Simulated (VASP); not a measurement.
Consider the following.

```
AlN
1.0
    2.83005     0.00000     0.00000
   -1.41503     2.45090     0.00000
    0.00000     0.00000     4.83684
Al N
2 2
Cartesian
 -1.41503   2.45090   0.00000
 -1.41503   2.45090   2.41842
  0.00000   1.63393   1.20921
  1.41503   0.81696   3.62763
```

Level of theory: r2SCAN meta-GGA, VASP's PBE PAW potentials (set 64) (plane waves; VASP). Run with 520 eV cut-off, 12×12×6 Γ-centred mesh, tetrahedra with Blöchl corrections, potentials Al N.

The path is coarsely sampled, so an indirect gap can come out somewhat too large.

Task: Give the energies of bands 3 to 11 at the high-symmetry points, in eV from the valence-band maximum.

Result: 
```json
[
 {"band": "3", "Γ": "-8.77", "M": "-7.78", "K": "-7.38", "A": "-5.03", "L": "-7.96", "H": "-6.45"},
 {"band": "4", "Γ": "-0.93", "M": "-6.40", "K": "-5.05", "A": "-5.03", "L": "-7.96", "H": "-6.45"},
 {"band": "5", "Γ": "-0.93", "M": "-5.19", "K": "-5.05", "A": "-0.48", "L": "-2.80", "H": "-6.32"},
 {"band": "6", "Γ": "-0.58", "M": "-3.13", "K": "-4.88", "A": "-0.48", "L": "-2.80", "H": "-6.32"},
 {"band": "7", "Γ": "0.00", "M": "-2.66", "K": "-3.93", "A": "-0.48", "L": "-2.00", "H": "-1.73"},
 {"band": "8", "Γ": "0.00", "M": "-1.19", "K": "-3.93", "A": "-0.48", "L": "-2.00", "H": "-1.73"},
 {"band": "9", "Γ": "6.00", "M": "6.04", "K": "6.21", "A": "7.41", "L": "6.45", "H": "7.29"},
 {"band": "10", "Γ": "7.11", "M": "7.23", "K": "10.92", "A": "7.41", "L": "6.45", "H": "7.29"},
 {"band": "11", "Γ": "9.60", "M": "7.41", "K": "10.92", "A": "11.41", "L": "7.84", "H": "9.99"}
]
```

The gap is indirect, 5.71 eV, from the valence maximum at Γ to the conduction minimum at L-M at 0.40.

The structure was generated: AlN was put into the NiAs type type (P6_3/mmc), which need not be its known phase. It was relaxed first.
